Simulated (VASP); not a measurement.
W (bcc) relaxed at rising pressure, in one space group throughout; other phases were not tried. The pressures are those reached. Method: PBEsol GGA, VASP's PBE PAW potentials (set 64) (plane waves; VASP 6.6.1).

```json
[
 {"P (GPa)": "-0.01", "V (Å³/atom)": "15.703", "k-mesh": "16×16×16"},
 {"P (GPa)": "4.87", "V (Å³/atom)": "15.479", "k-mesh": "16×16×16"},
 {"P (GPa)": "9.87", "V (Å³/atom)": "15.265", "k-mesh": "16×16×16"},
 {"P (GPa)": "19.94", "V (Å³/atom)": "14.876", "k-mesh": "16×16×16"},
 {"P (GPa)": "30.03", "V (Å³/atom)": "14.524", "k-mesh": "17×17×17"}
]
```

A change of mesh leaves a small step in the series.

Question: Fit an equation of state and predict the volume at 44.78 GPa.

Answer: Least squares on the third-order Birch-Murnaghan form, P = (3B0/2)(y⁷ − y⁵)[1 + (3/4)(B′ − 4)(y² − 1)] with y = (V0/V)^(1/3), gives V0 = 15.702 Å³/atom, B0 = 333 GPa and B′ = 3.8, and so 14.073 Å³/atom. The run gave 14.079 Å³/atom, +0.0 % from the fit.

Pressures at which the relaxation failed are left out.

The compound is W in the bcc structure.
